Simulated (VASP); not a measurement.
Set up this calculation in VASP 6.6.1, as the native input.

```yaml
Task: single point
Functional: HSE(alpha, omega)
Potentials_or_basis: VASP PAW PBE potentials, release 64 (Sr_sv, S, O)
Cutoff: 520 eV
k_mesh: 4 × 4 × 3
Occupations: fermi-dirac, width 0.05 eV
Spin: no spin polarisation
Share_of_exact_exchange: 0.3
Grid_for_exact_exchange_PRECFOCK: Fast
Further_INCAR_settings: ALGO = Normal; EDIFF = 1e-07; NBANDS = 24
```

Crystal: Sr2SO.

```
Sr S O
1.0
     4.04324    0.00000    0.00000
     0.00000    4.04324    0.00000
     0.00000    0.00000    5.71800
Sr S O
2 1 1
Direct
  0.50000 0.50000 0.50000
  0.00000 0.00000 0.00000
  0.00000 0.00000 0.50000
  0.50000 0.50000 0.00000
```

The cell comes from a database or a generator and needn't be the stable form of this composition.

One way to write it, as run:

POSCAR

```
Sr2SO
1.0
    4.0432370000      0.0000000000      0.0000000000
    0.0000000000      4.0432370000      0.0000000000
    0.0000000000      0.0000000000      5.7180000000
Sr S O
2 1 1
Direct
    0.5000000000      0.5000000000      0.5000000000
    0.0000000000      0.0000000000      0.0000000000
    0.0000000000      0.0000000000      0.5000000000
    0.5000000000      0.5000000000      0.0000000000
```

INCAR.step1

```
SYSTEM = Sr2SO
PREC     = Accurate       ! precision mode
ENCUT    = 520            ! plane-wave cutoff, eV
EDIFF    = 1E-5           ! SCF threshold, eV
ISMEAR   = -1             ! smearing method
SIGMA    = 0.05           ! smearing width, eV
LREAL    = .FALSE.        ! projectors in reciprocal space
LASPH    = .TRUE.         ! aspherical terms in the spheres
NELM     = 80             ! most SCF steps
ALGO     = Normal         ! electronic algorithm
ISIF     = 2              ! what is computed and relaxed
LWAVE    = .TRUE.         ! write WAVECAR
LCHARG   = .FALSE.        ! write CHGCAR
NBANDS   = 24             ! bands
GGA      = PE             ! functional
```

INCAR.step2

```
SYSTEM = Sr2SO
PREC     = Accurate       ! precision mode
ENCUT    = 520            ! plane-wave cutoff, eV
EDIFF    = 1E-7           ! SCF threshold, eV
ISMEAR   = -1             ! smearing method
SIGMA    = 0.05           ! smearing width, eV
LREAL    = .FALSE.        ! projectors in reciprocal space
LASPH    = .TRUE.         ! aspherical terms in the spheres
NELM     = 80             ! most SCF steps
ALGO     = Normal         ! electronic algorithm
ISIF     = 2              ! what is computed and relaxed
LWAVE    = .FALSE.        ! write WAVECAR
LCHARG   = .FALSE.        ! write CHGCAR
GGA      = PE             ! functional
LHFCALC  = .TRUE.         ! exact exchange
HFSCREEN = 0.2            ! screening, 1/A
AEXX     = 0.3            ! exact-exchange fraction
PRECFOCK = Fast         
NBANDS   = 24             ! bands
ISTART   = 1
```

KPOINTS

```
regular mesh
0
G
  4 4 3
  0 0 0
```

Potentials or basis: VASP PAW PBE potentials, release 64 (Sr_sv, S, O).

Launch:

```bash
$ cat potpaw_PBE.64/Sr_sv/POTCAR potpaw_PBE.64/S/POTCAR potpaw_PBE.64/O/POTCAR > POTCAR
$ cp INCAR.step1 INCAR
$ mpirun -np 1 vasp_std > vasp.out
$ cp INCAR.step2 INCAR
$ mpirun -np 1 vasp_std > vasp.out
```

It gave:

```json
{"Pressure": "-1.2 GPa", "Band gap on the k mesh": "3.67 eV, direct"}
```

Caveat: the PAW data sets were made with another functional, which shifts forces and pressure a little; an odd mesh through Γ misses points on the zone boundary, where band edges often lie.

Wall time 25 min on 1 thread of Intel(R) Xeon(R) Platinum 8488C (Sapphire Rapids), on a shared host, peak memory 0.33 GiB.
